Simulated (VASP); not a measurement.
Here is the system:

```xyz
3
Lattice="2.1382 -3.7034 0.0000 2.1382 3.7034 0.0000 0.0000 0.0000 4.9689" Properties=species:S:1:pos:R:3 pbc="T T T"
Se     0.4862     0.8421     3.3126
Se     3.3039     0.0000     0.0000
Se     0.4862    -0.8421     1.6563
```

These are TPSS meta-GGA, VASP's PBE PAW potentials (set 64) (plane waves; VASP) values and carry that method's errors. Numerical set-up: 520 eV cut-off, 6×6×5 Γ-centred mesh, Gaussian smearing of 0.050 eV, potentials Se.

Without a dispersion term in the relaxation, distances and binding between the weakly bound layers, chains or molecules are unreliable, and so is what depends on them.

The ions and cell shape at fixed volume are relaxed. Predict the relaxed structure.

```xyz
3
Lattice="2.1097 -3.6541 0.0000 2.1097 3.6541 0.0000 0.0000 0.0000 5.1040" Properties=species:S:1:pos:R:3 pbc="T T T"
Se     2.6080    -2.7909     3.4027
Se     3.2226     0.0000     0.0000
Se     2.6080     2.7909     1.7013
```
Space group P3_121 (152), at a tolerance of 0.03 Å.

How much energy does the relaxation gain?

The energy (σ→0) changes by -15.4 meV/atom, in 6 ionic steps.

The compound is Se in the trig structure. This cell is one point of a volume scan, at 0.94 of the reference volume. Symmetry was kept, so distortions that lower it aren't found.
